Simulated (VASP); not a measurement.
These are PBE GGA, VASP's PBE PAW potentials (set 64) (plane waves; VASP 6.6.1) values and carry that method's errors.

A VASP calculation is set up with these files.

File POSCAR:
```
CuAu
1.0
  2.6937988044   0.0000000000   0.0000000000
  0.0000000000   2.6937988044   0.0000000000
  0.0000000000   0.0000000000   3.4137143235
Cu Au
1 1
Cartesian
  0.0000000000   0.0000000000   3.4137143235
  1.3468994022   1.3468994022   1.7068571617
```

INCAR:
```
LREAL=.FALSE.
IBRION=2   ! conjugate gradients
ISIF=3   ! ions, shape and volume
ALGO=Normal   ! blocked Davidson
NSW=40   ! most ionic steps
LCHARG=.FALSE.
PSTRESS=450
LMAXMIX=6   ! l cut-off of mixed one-centre charges
SYSTEM=CuAu
NELM=100
ISMEAR=1
SIGMA=0.1   ! width (eV)
GGA=PE   ! PBE
EDIFF=1E-6
ENCUT=500   ! plane-wave cut-off (eV)
LASPH=.TRUE.
LWAVE=.FALSE.
PREC=Accurate
EDIFFG=-0.02   ! ionic stop
```

File KPOINTS:
```
Automatic mesh
0
Gamma
13 13 11
0 0 0
```

POTCAR, in this order: Cu Au (PBE.64 set). Program: vasp_std.

What VASP printed:

**OSZICAR**
```
       N       E                     dE             d eps       ncg     rms          rms(c)
DAV:   1     0.128881747933E+03    0.12888E+03   -0.11377E+04  5335   0.216E+03
DAV:   2    -0.311154888298E+01   -0.13199E+03   -0.12625E+03  5173   0.336E+02
DAV:   3    -0.741371466039E+01   -0.43022E+01   -0.42449E+01  6316   0.716E+01
DAV:   4    -0.745641438007E+01   -0.42700E-01   -0.42693E-01  5799   0.605E+00
DAV:   5    -0.745760285584E+01   -0.11885E-02   -0.11885E-02  7432   0.108E+00    0.163E+01
DAV:   6    -0.675221378924E+01    0.70539E+00   -0.57712E+00  5146   0.746E+01    0.680E+00
DAV:   7    -0.660728904338E+01    0.14492E+00   -0.30891E+00  6231   0.831E+01    0.822E+00
DAV:   8    -0.646815282878E+01    0.13914E+00   -0.49696E-01  5899   0.226E+01    0.313E+00
DAV:   9    -0.646057570107E+01    0.75771E-02   -0.23042E-02  7917   0.318E+00    0.138E-01
DAV:  10    -0.646048130569E+01    0.94395E-04   -0.17042E-03  7391   0.115E+00    0.626E-02
DAV:  11    -0.646047647049E+01    0.48352E-05   -0.11531E-04  7742   0.335E-01    0.395E-02
DAV:  12    -0.646047207224E+01    0.43982E-05   -0.43072E-06  5921   0.458E-02    0.190E-03
DAV:  13    -0.646047194007E+01    0.13217E-06   -0.13020E-07  3283   0.101E-02
   1 F= 0.49712742E+00 E0= 0.49722253E+00  d E =0.497127E+00
```

### OUTCAR
```
------------------------ aborting loop because EDIFF is reached ----------------------------------------
  FORCE on cell =-STRESS in cart. coord.  units (eV):
  Direction    XX          YY          ZZ          XY          YZ          ZX
  --------------------------------------------------------------------------------------
  Total        6.9629125      6.9629125      6.9295016      0.0000000      0.0000000      0.0000000
  in kB      450.3436386    450.3436386    448.1827080      0.0000000      0.0000000      0.0000000
  external PRESSURE =      -0.3766716 kB  Pullay stress =     450.0000000 kB
  volume of cell :       24.77
      direct lattice vectors                 reciprocal lattice vectors
     2.693798804  0.000000000  0.000000000     0.371222973  0.000000000  0.000000000
     0.000000000  2.693798804  0.000000000     0.000000000  0.371222973  0.000000000
     0.000000000  0.000000000  3.413714323     0.000000000  0.000000000  0.292936053
 POSITION                                       TOTAL-FORCE (eV/Angst)
 -----------------------------------------------------------------------------------
      0.00000      0.00000      0.00000         0.000000      0.000000      0.000000
      1.34690      1.34690      1.70686         0.000000      0.000000      0.000000
 -----------------------------------------------------------------------------------
    total drift:                               -0.000000      0.000000      0.000000
  FREE ENERGIE OF THE ION-ELECTRON SYSTEM (eV)
  ---------------------------------------------------
  free  energy   TOTEN  =        -6.4604719401 eV

  energy  without entropy=       -6.4601866356  energy(sigma->0) =       -6.46037684
  enthalpy is  TOTEN    =         0.4971274248 eV   P V=        6.9575993648

 reached required accuracy - stopping structural energy minimisation
```
(Selected blocks of OUTCAR.)

The compound is CuAu in the L1_0 structure. It was relaxed first under an external pressure of 45 GPa.
